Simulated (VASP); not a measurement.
Given:

```cif
data_Au4
_chemical_formula_sum 'Au4'
_space_group_name_H-M_alt 'Fm-3m'
_space_group_IT_number 225
_space_group_name_Hall '-F 4 2 3'
_cell_length_a 4.08832
_cell_length_b 4.08832
_cell_length_c 4.08832
_cell_angle_alpha 90.000
_cell_angle_beta 90.000
_cell_angle_gamma 90.000
loop_
_atom_site_label
_atom_site_type_symbol
_atom_site_symmetry_multiplicity
_atom_site_Wyckoff_symbol
_atom_site_fract_x
_atom_site_fract_y
_atom_site_fract_z
_atom_site_occupancy
Au1 Au 4 a 0.00000 0.00000 0.00000 1
```
(The calculation used a cell of 1 atom; values per cell refer to that cell.)

Calculation: SCAN meta-GGA, VASP's PBE PAW potentials (set 64) (plane waves; VASP). Run with 520 eV cut-off, 15×15×15 Γ-centred mesh, first-order Methfessel-Paxton smearing of 0.10 eV, potentials Au.

Task: Give the energy at these volumes per atom, relative to the lowest: 16.06, 16.57, 17.09, 17.60, 18.11 Å³.

Result: 36.3, 8.4, 0.0, 7.4, 28.0 meV/atom. A third-order Birch-Murnaghan fit gives B0 = 166 GPa and B0′ = 5.6.

Measured: bulk modulus 182 GPa at 0 K (computed value off by -8.9 %), as given by Daniel Mejia-Rodriguez et al., Physical Review B (2018), arXiv:1807.09216 [0 K value with the zero-point phonon effect removed]; a 4.062 Å at 0 K (computed value off by +0.6 %), as given by Daniel Mejia-Rodriguez et al., Physical Review B (2018), arXiv:1807.09216 [static lattice: zero-point anharmonic expansion removed].

The compound is Au in the fcc structure. It was relaxed first.
